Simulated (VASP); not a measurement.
A convergence study with VASP on Sb (space group R-3m): a few settings are varied, all else stays as given below, so the limit is that of these other settings.

```
CELL_PARAMETERS angstrom
      3.97713    -2.16578     0.00000
      3.97713     2.16578     0.00000
      2.79774     0.00000     3.56101
ATOMIC_POSITIONS crystal
  Sb 0.23791 0.23791 0.23791
  Sb 0.76650 0.76650 0.76650
```

Method: PBEsol GGA, VASP's PBE PAW potentials (set 64) (plane waves; VASP). The last row used: 300 eV cut-off, 9×9×9 Γ-centred mesh, Fermi-Dirac smearing of 0.10 eV, potentials Sb.

| setting | E (eV/atom) | pressure (GPa) | largest force (eV/Å) | irreducible k-points |
|---|---|---|---|---|
| EDIFF = 1E-01 | -4.5588 | -1.56 | 0.125 | 85 |
| EDIFF = 1E-02 | -4.5588 | -1.55 | 0.125 | 85 |
| EDIFF = 1E-03 | -4.5562 | -1.32 | 0.106 | 85 |
| EDIFF = 1E-04 | -4.5562 | -1.32 | 0.106 | 85 |
| EDIFF = 1E-05 | -4.5562 | -1.31 | 0.107 | 85 |
| EDIFF = 1E-06 | -4.5562 | -1.32 | 0.107 | 85 |
| EDIFF = 1E-07 | -4.5562 | -1.32 | 0.107 | 85 |
| EDIFF = 1E-08 | -4.5562 | -1.32 | 0.107 | 85 |
| EDIFF = 1E-10 | -4.5562 | -1.32 | 0.107 | 85 |
| EDIFF = 1E-12 | -4.5562 | -1.32 | 0.107 | 85 |

Left out are rungs that failed or repeat a setting and relaxations that didn't move; long series are thinned to 24 rows.

The structure is a typed Sb crystal (space group no. 166). The cell was not relaxed at this level, forces remain on its atoms.
